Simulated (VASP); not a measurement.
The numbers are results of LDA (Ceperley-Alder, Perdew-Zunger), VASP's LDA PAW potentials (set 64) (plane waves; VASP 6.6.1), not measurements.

A VASP calculation is set up with these files.

**INCAR**
```
# general
SYSTEM  = PtAl2
PREC    = Accurate
ENCUT   = 500   # plane-wave cut-off (eV)
LREAL   = .FALSE.   # projection in real space or not
LASPH   = .TRUE.

# electronic loop
EDIFF   = 1E-6   # SCF stop (eV)
NELM    = 100
ALGO    = Normal   # blocked Davidson
LMAXMIX = 6   # l cut-off of mixed one-centre charges

# smearing
ISMEAR  = 1   # Methfessel-Paxton
SIGMA   = 0.1

# ions
IBRION  = 2   # conjugate gradients
NSW     = 40
ISIF    = 3
EDIFFG  = -0.02
PSTRESS = 100   # kbar

# output
LWAVE   = .FALSE.
LCHARG  = .FALSE.
```

KPOINTS:
```
Automatic mesh
0
Gamma
9 9 9
0 0 0
```

File POSCAR:
```
PtAl2
1
    0.0000000000     2.8981018936     2.8981018936
    2.8981018936     0.0000000000     2.8981018936
    2.8981018936     2.8981018936     0.0000000000
Al Pt
2 1
Direct
  0.2500000000   0.2500000000   0.2500000000
  0.7500000000   0.7500000000   0.7500000000
  0.0000000000   0.0000000000   0.0000000000
```

POTCAR, in this order: Al Pt (LDA.64 set). Program: vasp_std.

Energy and stress use the plane-wave basis of the starting cell. Unless said otherwise, spin-orbit coupling is left out, though it shifts the bands of the heavy elements here.

### Question
What does the run give for the energy per atom (σ→0), volume per atom, band gap (on the k-mesh)?

### Answer

```yaml
energy per atom (σ→0): -6.174 eV/atom
band gap (on the k-mesh): none (metal, semimetal or under 0.01 eV)
volume_per_atom: 15.78 Å³/atom
```

### OSZICAR
```
...
DAV:   2    -0.185335072377E+02    0.29789E+00   -0.14690E+00   920   0.133E+01    0.855E-01
DAV:   3    -0.185245793222E+02    0.89279E-02   -0.43391E-02   888   0.223E+00    0.449E-01
DAV:   4    -0.185221990835E+02    0.23802E-02   -0.68691E-03   900   0.478E-01    0.115E-01
DAV:   5    -0.185221699019E+02    0.29182E-04   -0.95172E-04   992   0.314E-01    0.683E-02
DAV:   6    -0.185221664144E+02    0.34874E-05   -0.13575E-04   908   0.118E-01    0.186E-02
DAV:   7    -0.185221688522E+02   -0.24378E-05   -0.39867E-06   996   0.156E-02    0.346E-03
DAV:   8    -0.185221687538E+02    0.98399E-07   -0.63982E-07   500   0.692E-03
   3 F= -.15567455E+02 E0= -.15567593E+02  d E =-.219161E-01
```

The compound is PtAl2 in the fluorite structure. This run relaxes it under an external pressure of 10 GPa. Symmetry was kept, so distortions that lower it aren't found.
